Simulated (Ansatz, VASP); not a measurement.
# Cross-check of C3N between VASP and Ansatz

One calculation is typed for both programs; each brings its own data sets. How far apart do they land? The cell is taken from a series of runs on this material, whose earlier steps may have relaxed, scaled, displaced or heated it; both programs get it as it stands.

Main program and level: Ansatz 0.2.0; plane waves, with VASP 6.6.1 beside it; single point at HSE06.

### 1. Set-up

The cell holds 8 atoms: 2 N and 6 C. Cell: a = 4.859 Å, b = 4.859 Å, c = 23.200 Å, α = 90.0°, β = 90.0°, γ = 120.0°. Vacuum lies along c.

### 2. VASP: single point, HSE06

With cell and atoms fixed, the geometry can't cause a difference; cores, projectors, grids and the points listed under the comparison can.

Lines of VASP's logs that name or quote its potential files are left out, and so is its time.

The run reads the wave functions of an earlier VASP run, which isn't shown here.

Contents of INCAR:

```
SYSTEM = C3N
PREC = Accurate
ENCUT = 520
EDIFF = 1E-06
NELM = 100
ISMEAR = 0
SIGMA = 0.01
LREAL = .FALSE.
ALGO = Normal
LHFCALC = .TRUE.
AEXX = 0.25
GGA = PE
HFSCREEN = 0.208
LASPH = .TRUE.
NBANDS = 25
PRECFOCK = Fast
LORBIT = 11
LWAVE = .FALSE.
LCHARG = .FALSE.
ISIF = 2
LDIPOL = .TRUE.
IDIPOL = 3
DIPOL = 0.5 0.5 0.5
LVHAR = .TRUE.
```

Contents of POSCAR:

```
C3N
1.0
    4.8594418736      0.0000000000      0.0000000000
   -2.4297209368      4.2084001108      0.0000000000
    0.0000000000      0.0000000000     23.2000000000
N C
2 6
Direct
    0.3333333333      0.6666666667      0.5000000000
    0.6666666667      0.3333333333      0.5000000000
    0.1666506101      0.3333012201      0.5000000000
    0.3333012201      0.1666506101      0.5000000000
    0.1666506101      0.8333493899      0.5000000000
    0.8333493899      0.1666506101      0.5000000000
    0.6666987799      0.8333493899      0.5000000000
    0.8333493899      0.6666987799      0.5000000000
```

Contents of KPOINTS:

```
Automatic mesh
0
Gamma
3 3 1
0 0 0
```

Potentials, in the order of the species: N and C (PBE family, release 64).

Launch:

```sh
export OMP_NUM_THREADS=3
mpirun -np 1 vasp_std
```

Numbers of over 12 decimals in the logs are rounded to 6 here.

What it wrote:

```text
[banner, memory and clock lines left out]
running    1 mpi-ranks, on    1 nodes
 distrk:  each k-point on    1 cores,    1 groups
 distr:  one band on    1 cores,    1 groups
 Offloading initialized ...    1 GPUs detected
 POSCAR found type information on POSCAR N C
 POSCAR found :  2 types and       8 ions
 LDA part: xc-table for (Slater+PW92), standard interpolation
 found WAVECAR, reading the header
 POSCAR, INCAR and KPOINTS ok, starting setup
 FFT: planning ... GRIDC
 FFT: planning ... GRID_SOFT
 FFT: planning ... GRID
 reading WAVECAR
 the WAVECAR file was read successfully
 initial charge from wavefunction
 entering main loop
       N       E                     dE             d eps       ncg     rms          rms(c)
DAV:   1    -0.821223077478E+02   -0.82122E+02   -0.11638E+00   160   0.736E+00    0.142E+00
DAV:   2    -0.821256887384E+02   -0.33810E-02   -0.40578E-02   175   0.128E+00    0.906E-01
DAV:   3    -0.821219177011E+02    0.37710E-02   -0.65974E-03   168   0.492E-01    0.481E-01
DAV:   4    -0.821211423387E+02    0.77536E-03   -0.16648E-03   184   0.232E-01    0.265E-01
DAV:   5    -0.821209120852E+02    0.23025E-03   -0.25205E-04   178   0.102E-01    0.145E-01
DAV:   6    -0.821208575864E+02    0.54499E-04   -0.86793E-05   168   0.613E-02    0.759E-02
DAV:   7    -0.821208508805E+02    0.67059E-05   -0.14639E-05   176   0.252E-02    0.405E-02
DAV:   8    -0.821208539058E+02   -0.30254E-05   -0.29621E-06   144   0.111E-02    0.228E-02
DAV:   9    -0.821208590652E+02   -0.51594E-05   -0.13068E-06   119   0.765E-03    0.125E-02
DAV:  10    -0.821208639797E+02   -0.49144E-05   -0.57629E-07   103   0.469E-03    0.706E-03
DAV:  11    -0.821208681005E+02   -0.41208E-05   -0.30070E-07   119   0.318E-03    0.393E-03
DAV:  12    -0.821208713247E+02   -0.32242E-05   -0.20662E-07   103   0.226E-03    0.225E-03
DAV:  13    -0.821208738496E+02   -0.25250E-05   -0.11956E-07   111   0.156E-03    0.133E-03
DAV:  14    -0.821208758342E+02   -0.19846E-05   -0.86861E-08   103   0.109E-03    0.888E-04
DAV:  15    -0.821208774607E+02   -0.16265E-05   -0.61849E-08   103   0.810E-04    0.666E-04
DAV:  16    -0.821208787752E+02   -0.13145E-05   -0.48561E-08   119   0.603E-04    0.554E-04
DAV:  17    -0.821208798318E+02   -0.10566E-05   -0.36682E-08   103   0.465E-04    0.489E-04
DAV:  18    -0.821208806725E+02   -0.84074E-06   -0.28236E-08   103   0.372E-04
   1 F= -.82120881E+02 E0= -.82120881E+02  d E =-.522129E-57
```

Parts of OUTCAR (step 2):

```text
ion  position               nearest neighbor table
   1  0.333  0.667  0.500-   5 1.40   7 1.40   3 1.40
   2  0.667  0.333  0.500-   6 1.40   4 1.40   8 1.40
   3  0.167  0.333  0.500-   4 1.40   6 1.40   1 1.40
   4  0.333  0.167  0.500-   3 1.40   5 1.40   2 1.40
   5  0.167  0.833  0.500-   8 1.40   4 1.40   1 1.40
   6  0.833  0.167  0.500-   3 1.40   7 1.40   2 1.40
   7  0.667  0.833  0.500-   8 1.40   6 1.40   1 1.40
   8  0.833  0.667  0.500-   7 1.40   5 1.40   2 1.40

  LATTYP: Found a hexagonal cell.
 ALAT       =     4.8594418736
 C/A-ratio  =     4.7742108257

 Subroutine GETGRP returns: Found 24 space group operations
 (whereof 24 operations were pure point group operations)

The static configuration has the point symmetry D_6h.

 Found      3 irreducible k-points:

   k-points           NKPTS =      3   k-points in BZ     NKDIM =      9   number of bands    NBANDS=     25

   dimension x,y,z NGX =    36 NGY =   36 NGZ =  180
   dimension x,y,z NGXF=    72 NGYF=   72 NGZF=  360

   ENCUT  =  520.0 eV  38.22 Ry    6.18 a.u.   9.04  9.04 43.14*2*pi/ulx,y,z

   NELECT =      34.0000    total number of electrons

 k-points in reciprocal lattice and weights: Automatic mesh
   0.00000000  0.00000000  0.00000000       0.111
   0.33333333  0.00000000  0.00000000       0.667
   0.33333333  0.33333333  0.00000000       0.222

  exchange ACFDT corr.  =         0.00000000  see jH, gK, PRB 81, 115126

 dipolmoment           0.000000      0.000000     -0.000000 electrons x Angstroem

 average (electrostatic) potential at core
       1 -68.8977       2 -68.8977       3 -55.4472       4 -55.4472       5 -55.4472
       6 -55.4472       7 -55.4472       8 -55.4472

 E-fermi :  -2.3795

 k-point     1 :       0.0000    0.0000    0.0000
  band No.  band energies     occupation
    ...
     13      -8.6283      2.00000
     14      -8.6283      2.00000
     15      -6.3335      2.00000
     16      -6.3335      2.00000
     17      -3.9599      2.00000
     18      -1.1367      0.00000
     19      -1.1367      0.00000
     20       0.3529      0.00000
     21       1.2481      0.00000
     22       1.4583      0.00000
    ...

 k-point     2 :       0.3333    0.0000    0.0000
  band No.  band energies     occupation
    ...
     13      -9.8968      2.00000
     14      -9.7722      2.00000
     15      -7.9710      2.00000
     16      -6.6670      2.00000
     17      -2.4918      2.00000
     18      -0.1753      0.00000
     19       1.3660      0.00000
     20       1.7009      0.00000
     21       2.2013      0.00000
     22       2.4426      0.00000
    ...

 k-point     3 :       0.3333    0.3333    0.0000
  band No.  band energies     occupation
    ...
     13     -10.8367      2.00000
     14     -10.8367      2.00000
     15      -9.8324      2.00000
     16      -4.4116      2.00000
     17      -4.4116      2.00000
     18       2.7121      0.00000
     19       2.7121      0.00000
     20       3.2456      0.00000
     21       3.2539      0.00000
     22       3.2539      0.00000
    ...

  Total       -3.5834771     -3.5834771     -0.0753665      0.0000000     -0.0000000     -0.0000000
  in kB      -12.1010712    -12.1010712     -0.2545059      0.0000000     -0.0000000     -0.0000000
  external PRESSURE =      -8.1522161 kB  Pullay stress =       0.0000000 kB

  energy-cutoff  :      520.00
  volume of cell :      474.45
      direct lattice vectors                 reciprocal lattice vectors
     4.859441874  0.000000000  0.000000000     0.205784949  0.118809996 -0.000000000
    -2.429720937  4.208400111  0.000000000     0.000000000  0.237619992  0.000000000
     0.000000000  0.000000000 23.200000000     0.000000000 -0.000000000  0.043103448

 POSITION                                       TOTAL-FORCE (eV/Angst)
 -----------------------------------------------------------------------------------
     -0.00000      2.80560     11.60000         0.000000     -0.000000     -0.000000
      2.42972      1.40280     11.60000        -0.000000      0.000000     -0.000000
      0.00000      1.40266     11.60000         0.000000     -0.373946      0.000000
      1.21474      0.70133     11.60000        -0.323847     -0.186973     -0.000000
     -1.21498      3.50707     11.60000        -0.323847      0.186973      0.000000
      3.64470      0.70133     11.60000         0.323847     -0.186973     -0.000000
      1.21498      3.50707     11.60000         0.323847      0.186973     -0.000000
      2.42972      2.80574     11.60000        -0.000000      0.373946     -0.000000
 -----------------------------------------------------------------------------------
    total drift:                                0.000000     -0.000000     -0.000001

  FREE ENERGIE OF THE ION-ELECTRON SYSTEM (eV)
  ---------------------------------------------------
  free  energy   TOTEN  =       -82.1208806725 eV

  energy  without entropy=      -82.1208806725  energy(sigma->0) =      -82.12088067

 vacuum level on the upper side and lower side of the slab         1.358         1.358

 total charge
# of ion       s       p       d       tot
------------------------------------------
    1        1.187   2.818   0.000   4.005
    2        1.187   2.818   0.000   4.005
    3        0.850   1.785   0.000   2.635
    4        0.850   1.785   0.000   2.635
    5        0.850   1.785   0.000   2.635
    6        0.850   1.785   0.000   2.635
    7        0.850   1.785   0.000   2.635
    8        0.850   1.785   0.000   2.635
--------------------------------------------------
tot          7.473  16.346   0.000  23.819
```

(Continued in part 2 of 2.)

[Lines on the potential files, build, host, timing and source positions are cut from VASP's logs without a mark.]

[Logs are printed without paths, hosts, clocks, repeated set-up lines and the standing remarks that a program may print on its own settings, such as how far it seeks lower states.]

[Hosts, paths, dates, database ids (printed as entryN), source tags and the programs' standing remarks are cut or masked in the printed files.]
